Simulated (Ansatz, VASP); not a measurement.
# GePd: VASP beside Ansatz

Aim: how closely do two programs agree when they are given the same cell, functional and k mesh?

Program: Ansatz 0.2.0. Level of theory: plane waves, with VASP 6.6.1 beside it; single point at PBEsol. Results are calculated unless marked as measured.

## Step 1: The structure

Symmetry: Pnma, No. 62, orthorhombic system. The conventional cell has a = 5.735 Å, b = 3.554 Å, c = 6.210 Å, α = 90.00°, β = 90.00°, γ = 90.00°. Pd has 6 Ge at 2.48 to 2.64 Å nearest. Ge has 6 Pd at 2.48 to 2.64 Å nearest. Farther neighbours are not listed.

## Step 2: Ansatz: single point, PBEsol

Ansatz runs on its default PAW (the set named soft_2) files.

A single point gives forces, pressure and levels at one fixed geometry, so differences don't come from the geometry; what else differs is listed under the comparison.

Contents of input.yaml:

```yaml
crystal:
  lattice:
    - [-5.7353034346, 3.5540955069, 6.2095534371]
    - [5.7353034346, -3.5540955069, 6.2095534371]
    - [5.7353034346, 3.5540955069, -6.2095534371]
  atoms:
    - { symbol: Pd, position: [0.530265826, 0.4027106603, 0.6224448344] }
    - { symbol: Pd, position: [0.0302658259, 0.9027106604, 0.6224448344] }
    - { symbol: Pd, position: [0.0302658259, 0.4027106603, 0.1224448344] }
    - { symbol: Pd, position: [0.5302658259, 0.9027106604, 0.1224448344] }
    - { symbol: Pd, position: [0.469734174, 0.5972893396, 0.3775551656] }
    - { symbol: Pd, position: [0.969734174, 0.0972893397, 0.3775551656] }
    - { symbol: Pd, position: [0.969734174, 0.5972893396, 0.8775551656] }
    - { symbol: Pd, position: [0.4697341741, 0.0972893397, 0.8775551656] }
    - { symbol: Pd, position: [0.5302658259, 0.4078209916, 0.1275551656] }
    - { symbol: Pd, position: [0.0302658259, 0.9078209916, 0.1275551656] }
    - { symbol: Pd, position: [0.030265826, 0.4078209916, 0.6275551656] }
    - { symbol: Pd, position: [0.5302658259, 0.9078209916, 0.6275551656] }
    - { symbol: Pd, position: [0.4697341741, 0.5921790084, 0.8724448344] }
    - { symbol: Pd, position: [0.969734174, 0.0921790085, 0.8724448344] }
    - { symbol: Pd, position: [0.969734174, 0.5921790084, 0.3724448344] }
    - { symbol: Pd, position: [0.469734174, 0.0921790085, 0.3724448344] }
    - { symbol: Ge, position: [0.8348414773, 0.6170933966, 0.5322519194] }
    - { symbol: Ge, position: [0.3348414772, 0.1170933967, 0.5322519194] }
    - { symbol: Ge, position: [0.3348414772, 0.6170933966, 0.0322519194] }
    - { symbol: Ge, position: [0.8348414773, 0.1170933966, 0.0322519194] }
    - { symbol: Ge, position: [0.1651585227, 0.3829066034, 0.4677480806] }
    - { symbol: Ge, position: [0.6651585228, 0.8829066034, 0.4677480806] }
    - { symbol: Ge, position: [0.6651585227, 0.3829066033, 0.9677480806] }
    - { symbol: Ge, position: [0.1651585227, 0.8829066034, 0.9677480806] }
    - { symbol: Ge, position: [0.3348414772, 0.3025895578, 0.2177480806] }
    - { symbol: Ge, position: [0.8348414772, 0.8025895579, 0.2177480806] }
    - { symbol: Ge, position: [0.8348414772, 0.3025895578, 0.7177480806] }
    - { symbol: Ge, position: [0.3348414772, 0.8025895579, 0.7177480806] }
    - { symbol: Ge, position: [0.6651585228, 0.6974104422, 0.7822519194] }
    - { symbol: Ge, position: [0.1651585228, 0.1974104422, 0.7822519194] }
    - { symbol: Ge, position: [0.1651585228, 0.6974104422, 0.2822519194] }
    - { symbol: Ge, position: [0.6651585228, 0.1974104422, 0.2822519194] }
hamiltonian:
  xc: pbesol
  pseudopotentials: { kind: paw }
kpoints:
  mp_grid: { grid: [4, 4, 4] }
scf:
  occupations: { method: methfessel_paxton, width: 0.2 }
  n_extra_bands: 12
output:
  forces: true
  stress: true
  eigenvalues: true
```

The run is started by

```console
$ ansatz run input.yaml --threads 4 --pin off --max-ram 18432MiB --backend cpu --events-out ev --progress --plain --runs-dir out
```

Numbers of over 12 decimals in the logs are rounded to 6 here.

The program printed:

```text
scf.n_extra_bands = 12 over 256 filled bands (N_el = 512.0): the run solves 268 bands
Engine: ansatz 0.2.0, aarch64-unknown-linux-gnu
Pseudopotentials: kind: paw
Pseudopotential: Pd, paw, valence charge 18, recommended cutoff 420 eV (normal), Pd.paw.azcp
Pseudopotential: Ge, paw, valence charge 14, recommended cutoff 420 eV (normal), Ge.paw.azcp
Functional definition: PBEsol
  exchange = pbesol_x
  correlation = pbesol_c
Crystal: 32 atoms, lattice volume = 506.298 Å³
Basis set: ecut = 420 eV, 9893 PW (Γ), exchange–correlation on 128×128×128 points (8 copies of the dense FFT grid, shifted against one another)
Bands: 268, of which v1, the nominal top of the filled ones, is band 256 counted from 1 (255 counted from 0)
Symmetry: 32 space group operations
Space group: Pnma (ITA 62), of the structure as read, at distance tolerance 8.0e-5 Å
k-points: 18 of 64
Non-local potential: Pd, projectors of the file, l = 0: 2, l = 1: 2, l = 2: 2, l = 3: 1
Non-local potential: Ge, projectors of the file, l = 0: 2, l = 1: 2, l = 2: 3, l = 3: 1
PAW form: soft (Blöchl's): semilocal exchange-correlation on the pseudo side does not see the compensation charge
PAW frozen core: Pd, regenerated for the run's functional, and the local potential with it (the file was generated under x = pbe(κ = 0.804, μ = 0.219515), c = pbe(β = 0.066725))
PAW frozen core: Ge, regenerated for the run's functional, and the local potential with it (the file was generated under x = pbe(κ = 0.804, μ = 0.219515), c = pbe(β = 0.066725))
PAW one-centre angular grid: Pd, 590 points (default); XC on 64 Gauss nodes
PAW one-centre angular grid: Ge, 590 points (default); XC on 64 Gauss nodes
Initial density: superposition of atomic densities (neutral atoms: chi_scale 0, normalization atom), corrected by the library's trained network
Initial wavefunctions: pseudopotential atomic-orbital guess
Functional: x = pbesol(κ = 0.804, μ = 0.123457), c = pbesol(β = 0.046)
SCF iter   1: F=—  HF=-178578.778314 eV  |F-HF|=—  |Δ(HF+E_count)|=         —  Δρ=8.52e-3  dr2=3.75e-1  ethr=1.77e-3  ⟨swp⟩=5.0  Hψ=17620  notcnv=0
preconditioner: auto → Kerker (q_TF=auto, 2.733 Å⁻¹)  [metal: Δε(μ)=0.063 eV  Ē_g=14.083 eV  σ=0.200 eV  W_gap=0.26  n_scr=162 (ndim 8)  ℏωp=32.3 eV  f_vac=0.000  D(μ)=7.30/eV (n_scr^D=40)]
SCF iter   2: F=—  HF=-178578.698766 eV  |F-HF|=—  |Δ(HF+E_count)|=   7.95e-2  S|Δr|=    0.00e0  Δρ=1.85e-3  dr2=7.08e-3  ethr=7.32e-5  ⟨swp⟩=2.0  Hψ=7638  notcnv=0
SCF iter   3: F=—  HF=-178578.699109 eV  |F-HF|=—  |Δ(HF+E_count)|=   3.43e-4  S|Δr|=    0.00e0  Δρ=1.03e-3  dr2=2.64e-3  ethr=1.38e-6  ⟨swp⟩=1.8  Hψ=4876  notcnv=0
SCF iter   4: F=—  HF=-178578.699094 eV  |F-HF|=—  |Δ(HF+E_count)|=   1.52e-5  S|Δr|=    0.00e0  Δρ=1.36e-4  dr2=1.39e-4  ethr=5.15e-7  ⟨swp⟩=2.0  Hψ=6807  notcnv=0
SCF iter   5: F=—  HF=-178578.698876 eV  |F-HF|=—  |Δ(HF+E_count)|=   2.17e-4  S|Δr|=    0.00e0  Δρ=5.59e-5  dr2=1.49e-5  ethr=2.72e-8  ⟨swp⟩=2.0  Hψ=8260  notcnv=0
SCF iter   6: F=—  HF=-178578.698702 eV  |F-HF|=—  |Δ(HF+E_count)|=   1.75e-4  S|Δr|=    0.00e0  Δρ=2.16e-5  dr2=2.54e-6  ethr=2.91e-9  ⟨swp⟩=2.0  Hψ=8255  notcnv=0
SCF iter   7: F=—  HF=-178578.698702 eV  |F-HF|=—  |Δ(HF+E_count)|=   3.50e-7  S|Δr|=    0.00e0  Δρ=7.79e-6  dr2=3.68e-7  ethr=4.95e-10  ⟨swp⟩=2.0  Hψ=8260  notcnv=0
SCF iter   8: F=-178578.698702 eV  HF=-178578.698702 eV  |F-HF|=4.80e-9  |Δ(HF+E_count)|=   3.06e-8  S|Δr|=    0.00e0  Δρ=2.14e-6  dr2=2.36e-8  ethr=1.95e-11  ⟨swp⟩=5.8  Hψ=15322  notcnv=0
SCF 1 converged in 8 iterations: F = -178578.698702 eV  dr2 = 2.36e-8
  greatest PAW one-centre occupation: 0.999 electrons in one spin orbital (limit 2), on the Pd atom at site 15 (counted from 0), in its partial waves of l = 0
SCF converged after 8 iterations
Stability not checked: this state was not tested for a lower state beside it, because cold or Methfessel-Paxton smearing, or corrected tetrahedra, fill the levels in a way that the test cannot read (fill_not_monotonic; see scf.lower_state_search)
Free energy (F): -178578.698702 eV
Harris-Foulkes:  -178578.698702 eV  (|F-HF|=4.80e-9)
Internal energy: -178578.719285 eV  (E = F + TS)
E sigma→0 (E₀):  -178578.703848 eV
Entropy (-TS):   0.020584 eV (0.643 meV/atom)
Fermi energy:    16.410175 eV
--- Per-component energies (eV) ---
  E_band       = -4245.308432
  E_kinetic    = 10025.539407
  E_local      = -64495.159332  (includes V_loc(G=0)·N_el)
  E_nonlocal   = 10214.696347
  E_hartree    = 27364.871787
  E_xc         = -3903.088848
  E_vxc        = -4442.379416  (∫ρ·V_xc dr)
  E_paw        = -90620.193579  (= ΣΔE_a)
  E_vpaw       = -10277.740590  (= ΣTr[D̂ρ^β])
  E_aug_tail   = 0.007502  (compensation charges beyond the density's cutoff)
  E_ewald      = -67184.919935
  E_core_change = 19.527365  (= ΣΔE_core)
  E_smearing   = 0.020584  (= −TS)
  E_closure    = -0.000000  (closes the sum)
  Σ components = -178578.698702   (vs F -178578.698702, Δ=0.00e0)
--- Forces (eV/Å), atoms counted from 1 ---
  atom   1  Pd    -0.00595366    -0.00000000     0.00181481
  atom   2  Pd    -0.00595366     0.00000000     0.00181481
  atom   3  Pd    -0.00595366    -0.00000000     0.00181481
  atom   4  Pd    -0.00595366    -0.00000000     0.00181481
  atom   5  Pd     0.00595366    -0.00000000    -0.00181481
  atom   6  Pd     0.00595366    -0.00000000    -0.00181481
  atom   7  Pd     0.00595366    -0.00000000    -0.00181481
  atom   8  Pd     0.00595366    -0.00000000    -0.00181481
  atom   9  Pd     0.00595366    -0.00000000     0.00181481
  atom  10  Pd     0.00595366    -0.00000000     0.00181481
  atom  11  Pd     0.00595366    -0.00000000     0.00181481
  atom  12  Pd     0.00595366    -0.00000000     0.00181481
  atom  13  Pd    -0.00595366     0.00000000    -0.00181481
  atom  14  Pd    -0.00595366    -0.00000000    -0.00181481
  atom  15  Pd    -0.00595366    -0.00000000    -0.00181481
  atom  16  Pd    -0.00595366     0.00000000    -0.00181481
  atom  17  Ge     0.04054818    -0.00000000     0.01737698
  atom  18  Ge     0.04054818    -0.00000000     0.01737698
  atom  19  Ge     0.04054818    -0.00000000     0.01737698
  atom  20  Ge     0.04054818     0.00000000     0.01737698
  atom  21  Ge    -0.04054818    -0.00000000    -0.01737698
  atom  22  Ge    -0.04054818     0.00000000    -0.01737698
  atom  23  Ge    -0.04054818     0.00000000    -0.01737698
  atom  24  Ge    -0.04054818     0.00000000    -0.01737698
  atom  25  Ge    -0.04054818    -0.00000000     0.01737698
  atom  26  Ge    -0.04054818     0.00000000     0.01737698
  atom  27  Ge    -0.04054818     0.00000000     0.01737698
  atom  28  Ge    -0.04054818     0.00000000     0.01737698
  atom  29  Ge     0.04054818    -0.00000000    -0.01737698
  atom  30  Ge     0.04054818    -0.00000000    -0.01737698
  atom  31  Ge     0.04054818     0.00000000    -0.01737698
  atom  32  Ge     0.04054818    -0.00000000    -0.01737698
  max |Σ_I F_I| component: 4.86e-17 eV/Å
--- Stress (GPa, compression-positive) ---
        0.344681       0.000000       0.000000
        0.000000      -0.021777       0.000000
        0.000000       0.000000      -0.040543
  P = ⅓ Tr σ = 0.0941 GPa (0.941 kbar)
--- Band table (eV; the first three rows and the last of 18) ---
  k-point 0: bands = [... 252 lower, 15.0995, 15.8907, 16.8093, 16.8093, 16.8209, 16.8407, 16.8407, 16.8407, ... 8 higher]
  k-point 1: bands = [... 252 lower, 15.2792, 15.2792, 16.5463, 16.5463, 16.5715, 16.8112, 16.8112, 17.0265, ... 8 higher]
  k-point 2: bands = [... 252 lower, 15.9710, 15.9710, 15.9710, 15.9710, 16.5311, 16.5311, 16.5943, 16.5943, ... 8 higher]
  k-point 17: bands = [... 252 lower, 15.6597, 15.6597, 16.0241, 16.0241, 16.8193, 16.8193, 17.8548, 17.8548, ... 8 higher]
```

Elapsed: 49 s, on 4 threads of Arm Neoverse V2, shared host; peak memory 3.8 GiB.

The run ends at a pressure of 0.09 GPa, with forces up to 0.044 eV/Å.

## Step 3: VASP: single point, PBEsol

The same cell, functional, mesh and smearing now go to VASP, with its own data sets and cutoff.

Lines of VASP's logs that name or quote its potential files are left out, and so is its time.

Contents of INCAR:

```
SYSTEM = GePd
PREC = Normal
ENCUT = 300
EDIFF = 1E-05
NELM = 120
ISMEAR = 1
SIGMA = 0.2
LREAL = Auto
ALGO = Fast
GGA = PS
LORBIT = 11
LWAVE = .FALSE.
LCHARG = .FALSE.
KPAR = 4
NCORE = 2
```

Contents of POSCAR:

```
GePd
1.0
   -5.7353034346      3.5540955069      6.2095534371
    5.7353034346     -3.5540955069      6.2095534371
    5.7353034346      3.5540955069     -6.2095534371
Pd Ge
16 16
Direct
    0.5302658260      0.4027106603      0.6224448344
    0.0302658259      0.9027106604      0.6224448344
    0.0302658259      0.4027106603      0.1224448344
    0.5302658259      0.9027106604      0.1224448344
    0.4697341740      0.5972893396      0.3775551656
    0.9697341740      0.0972893397      0.3775551656
    0.9697341740      0.5972893396      0.8775551656
    0.4697341741      0.0972893397      0.8775551656
    0.5302658259      0.4078209916      0.1275551656
    0.0302658259      0.9078209916      0.1275551656
    0.0302658260      0.4078209916      0.6275551656
    0.5302658259      0.9078209916      0.6275551656
    0.4697341741      0.5921790084      0.8724448344
    0.9697341740      0.0921790085      0.8724448344
    0.9697341740      0.5921790084      0.3724448344
    0.4697341740      0.0921790085      0.3724448344
    0.8348414773      0.6170933966      0.5322519194
    0.3348414772      0.1170933967      0.5322519194
    0.3348414772      0.6170933966      0.0322519194
    0.8348414773      0.1170933966      0.0322519194
    0.1651585227      0.3829066034      0.4677480806
    0.6651585228      0.8829066034      0.4677480806
    0.6651585227      0.3829066033      0.9677480806
    0.1651585227      0.8829066034      0.9677480806
    0.3348414772      0.3025895578      0.2177480806
    0.8348414772      0.8025895579      0.2177480806
    0.8348414772      0.3025895578      0.7177480806
    0.3348414772      0.8025895579      0.7177480806
    0.6651585228      0.6974104422      0.7822519194
    0.1651585228      0.1974104422      0.7822519194
    0.1651585228      0.6974104422      0.2822519194
    0.6651585228      0.1974104422      0.2822519194
```

Contents of KPOINTS:

```
Automatic mesh
0
Gamma
4 4 4
0 0 0
```

Potentials, in the order of the species: Pd and Ge (PBE family, release 64).

The run is started by

```console
$ mpirun -np 8 vasp_std
```

The program printed:

```text
[banner, memory and clock lines left out]
running    8 mpi-ranks, on    1 nodes
[...]
|                                                                             |
|               ----> ADVICE to this user running VASP <----                  |
|                                                                             |
|     You enforced a specific xc type in the INCAR file but a different       |
|     [... a line on the potential file left out ...]
|     I HOPE YOU KNOW WHAT YOU ARE DOING!                                     |
|                                                                             |

 LDA part: xc-table for (Slater+PW92), standard interpolation
 POSCAR, INCAR and KPOINTS ok, starting setup
[...]
entering main loop
       N       E                     dE             d eps       ncg     rms          rms(c)
DAV:   1     0.894479362281E+03    0.89448E+03   -0.74667E+04  4824   0.989E+02
DAV:   2    -0.138931038223E+03   -0.10334E+04   -0.98044E+03  5240   0.249E+02
DAV:   3    -0.196353727838E+03   -0.57423E+02   -0.55715E+02  5640   0.527E+01
DAV:   4    -0.197658154709E+03   -0.13044E+01   -0.12936E+01  5552   0.790E+00
[...]
RMM:  13    -0.190470019554E+03   -0.63178E-04   -0.67417E-04  5571   0.408E-02    0.236E-02
RMM:  14    -0.190470024317E+03   -0.47627E-05   -0.13372E-04  5277   0.214E-02    0.135E-02
RMM:  15    -0.190470022682E+03    0.16355E-05   -0.28260E-05  3456   0.111E-02
   1 F= -.19047002E+03 E0= -.19047692E+03  d E =0.207018E-01
```

OUTCAR, selected parts (step 3):

```text
  Total        2.5000476      1.1566690      0.9904729      0.0000000      0.0000000      0.0000000
  in kB        7.9113939      3.6602758      3.1343488      0.0000000      0.0000000      0.0000000
  external PRESSURE =       4.9020062 kB  Pullay stress =       0.0000000 kB

 POSITION                                       TOTAL-FORCE (eV/Angst)
 -----------------------------------------------------------------------------------
      2.83834      2.66557      1.92826        -0.011085     -0.000000     -0.006229
      8.57365     -0.88852      1.92826        -0.011085     -0.000000     -0.006229
      2.83834     -0.88852      1.92826        -0.011085     -0.000000     -0.006229
      2.83834     -0.88852      8.13782        -0.011085     -0.000000     -0.006229
      2.89696      0.88852      4.28129         0.011085      0.000000      0.006229
     -2.83834      4.44262      4.28129         0.011085      0.000000      0.006229
      2.89696      4.44262      4.28129         0.011085      0.000000      0.006229
      2.89696      4.44262     -1.92826         0.011085      0.000000      0.006229
      0.02931      0.88852      5.03304         0.011085     -0.000000     -0.006229
      5.76461     -2.66557      5.03304         0.011085      0.000000     -0.006229
      5.76461      0.88852     -1.17651         0.011085      0.000000     -0.006229
      5.76461      0.88852      5.03304         0.011085     -0.000000     -0.006229
      5.70599      2.66557      1.17651        -0.011085     -0.000000      0.006229
     -0.02931      6.21967      1.17651        -0.011085     -0.000000      0.006229
[...]
-----------------------------------------------------------------------------------
    total drift:                                0.000000     -0.000001     -0.000000

  FREE ENERGIE OF THE ION-ELECTRON SYSTEM (eV)
  ---------------------------------------------------
  free  energy   TOTEN  =      -190.4700226816 eV

  energy  without entropy=     -190.4907245007  energy(sigma->0) =     -190.47692329

[... 3 further parts left out ...]
[key lines of the parts left out:]
E-fermi :   8.3039
```

The data set Ge keeps the semicore shell frozen, which is cheaper and a little less accurate.

## Step 4: Side by side

Known differences besides the potentials themselves: the data sets hold 512 valence electrons in Ansatz (default PAW (the set named soft_2) files) and 224 in VASP; the cutoff is 420 eV in Ansatz and 300 eV in VASP (PREC = Normal, projectors in real space); Ansatz makes its cores anew for this functional, VASP keeps those of its PBE data sets; VASP leaves aspherical gradient terms in its spheres out (LASPH is not set), Ansatz keeps them. Total energies have different zeros and are not compared.

The two programs side by side:

| quantity | Ansatz | VASP | difference |
| --- | --- | --- | --- |
| pressure (GPa) | 0.09 | 0.49 | -0.40 |

Forces on 8 of the 32 atoms, those with the largest forces and the largest differences (eV/Å; atoms numbered as in POSCAR):

| atom | Ansatz x, y, z | VASP x, y, z |
| --- | --- | --- |
| Ge25 | -0.041, 0.000, 0.017 | -0.052, 0.000, 0.009 |
| Ge26 | -0.041, 0.000, 0.017 | -0.052, 0.000, 0.009 |
| Ge27 | -0.041, 0.000, 0.017 | -0.052, 0.000, 0.009 |
| Ge28 | -0.041, 0.000, 0.017 | -0.052, 0.000, 0.009 |
| Ge29 | 0.041, 0.000, -0.017 | 0.052, 0.000, -0.009 |
| Ge30 | 0.041, 0.000, -0.017 | 0.052, 0.000, -0.009 |
| Ge31 | 0.041, 0.000, -0.017 | 0.052, 0.000, -0.009 |
| Ge32 | 0.041, 0.000, -0.017 | 0.052, 0.000, -0.009 |

The forces differ by 7.0 meV/Å r.m.s., which is 31.5 % of the r.m.s. force of 0.02 eV/Å (both taken over all components).

## Step 5: Outcome

| Quantity | Value |
| --- | --- |
| difference in pressure (single point, PBEsol) | -0.40 GPa |
| r.m.s. force difference (single point, PBEsol) | 7.0 meV/Å |

What this shows: The r.m.s. force difference is 7.0 meV/Å (single point, PBEsol), within the 12 meV/Å picked in this series as the mark of a large difference. How closely two codes agree says nothing of how well the functional describes the real material.

[Lines on the potential files, build, host, timing and source positions are cut from VASP's logs without a mark.]

[Logs are printed without paths, hosts, clocks, repeated set-up lines and the standing remarks that a program may print on its own settings, such as how far it seeks lower states.]

[Hosts, paths, dates, database ids (printed as entryN), source tags and the programs' standing remarks are cut or masked in the printed files.]
